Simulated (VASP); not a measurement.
An input for Quantum ESPRESSO's pw.x (written as the equivalent of a VASP run, and not itself run):

```
&CONTROL
  calculation = 'vc-relax'
  pseudo_dir = './pseudo'
  outdir = './out'
  tprnfor = .true.
  tstress = .true.
  nstep = 60
  forc_conv_thr = 0.00078
/
&SYSTEM
  ibrav = 0
  nat = 4
  ntyp = 2
  ecutwfc = 82.3
  occupations = 'smearing'
  smearing = 'gaussian'
  degauss = 0.003675
  input_dft = 'pbesol'
/
&ELECTRONS
  conv_thr = 7.3e-08
  electron_maxstep = 100
/
&IONS
/
&CELL
/
ATOMIC_SPECIES
  W 183.840 W.upf
  Te 127.600 Te.upf
CELL_PARAMETERS angstrom
     3.2308161   -0.0000000   -0.0000000
    -1.6154080    2.7979687    0.0000000
    -0.0000000   -0.0000000    9.1390429
ATOMIC_POSITIONS crystal
  W    0.3333330  0.6666670  0.0395704
  W    0.6666670  0.3333330  0.5395704
  Te   0.3333330  0.6666670  0.3354296
  Te   0.6666670  0.3333330  0.8354296
K_POINTS automatic
  7 7 3 0 0 0
```

Q: Write the VASP files for the same calculation (PBEsol).

A: Several could match; the one computed here: 
File POSCAR:
```
WTe
1.0
  3.2308160757   0.0000000000   0.0000000000
 -1.6154080378   2.7979687334   0.0000000000
  0.0000000000   0.0000000000   9.1390429014
W Te
2 2
Cart
 -0.0000016154   1.8653134216   0.3616359488
  1.6154096533   0.9326553118   4.9311573995
 -0.0000016154   1.8653134216   3.0655051392
  1.6154096533   0.9326553118   7.6350265899
```

**INCAR**
```
! general
SYSTEM =WTe
PREC   =Accurate
ENCUT  =400
LREAL  =F
LASPH  =T

! electronic loop
EDIFF  =1E-6
NELM   =100
ALGO   =Normal
LMAXMIX=6

! smearing
ISMEAR =0
SIGMA  =0.05

! functional
GGA    =PS

! ions
IBRION =2
NSW    =60
ISIF   =3
EDIFFG =-0.02

! output
LWAVE  =F
LCHARG =F
```

KPOINTS:
```
Automatic mesh
0
Gamma
7 7 3
0 0 0
```

POTCAR, in this order: W_sv Te (PBE.64 set). Program: vasp_std.

Limits of the translation: the potentials are each code's own (VASP's PAW set, PseudoDojo norm-conserving files in pw.x), so ENCUT and ecutwfc are chosen apart and not converted; conv_thr bounds pw.x's estimated SCF error, while EDIFF bounds the energy change between steps; forc_conv_thr acts on force components and is met together with etot_conv_thr.

The structure was generated: WTe was put into the wurtzite type (P6_3mc), which need not be its known phase. This run relaxes it. Symmetry was kept, so distortions that lower it aren't found. The k-mesh is coarse (spacing up to 0.32 per Å, 2π included), so the numbers may not be converged in it. The start is the result of an earlier pass.
